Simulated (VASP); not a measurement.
Runs of VASP 6.6.1 on AgB2. It takes space group P6/mmm (No. 191, hexagonal). The conventional cell has a = 3.000 Å, b = 3.000 Å, c = 3.240 Å, α = 90.00°, β = 90.00°, γ = 120.00°. Ag (site symmetry 6/mmm) is surrounded by 12 B at 2.37 Å. B (site symmetry -6m2) is surrounded by 3 B at 1.73 Å. 

```csv
level,potentials or basis,gap on the mesh (eV),pressure (GPa),relaxed volume (Å³/atom)
PW91,"VASP PAW PBE potentials, release 64 (Ag, B)",none,0.1,10.76
RPBE,"VASP PAW PBE potentials, release 64 (Ag, B)",none,0.1,(a)
PBEsol,"VASP PAW PBE potentials, release 64 (Ag, B)",none,0.0,10.32
LDA,"VASP PAW LDA potentials, release 64 (Ag, B)",none,0.0,10.05
vdW-DF-cx,"VASP PAW PBE potentials, release 64 (Ag, B)",none,0.1,10.49
BLYP,"VASP PAW PBE potentials, release 64 (Ag, B)",none,0.1,11.41
rev-vdW-DF2,"VASP PAW PBE potentials, release 64 (Ag, B)",none,0.1,(b)
optB88-vdW,"VASP PAW PBE potentials, release 64 (Ag, B)",none,0.1,10.80
```

Alike in all rows: task relaxation of cell and atoms; no spin polarisation; cell relaxed; k mesh 10 × 10 × 8; cutoff (eV) 600; smearing fermi-dirac 0.05 eV.

Task: Fill in the values left out.

Result: (a) 11.01; (b) 10.59.

Caveats: the volume moved by over 15 % at a fixed basis, so the end points are rough; the PAW data sets were made with another functional, which shifts forces and pressure a little (some runs).

A k mesh can miss the band edges, and the runs leave out spin-orbit coupling on Ag.

A gap of «none» marks a metal or a gap under the smearing width.

Not every run made on this cell is shown here.
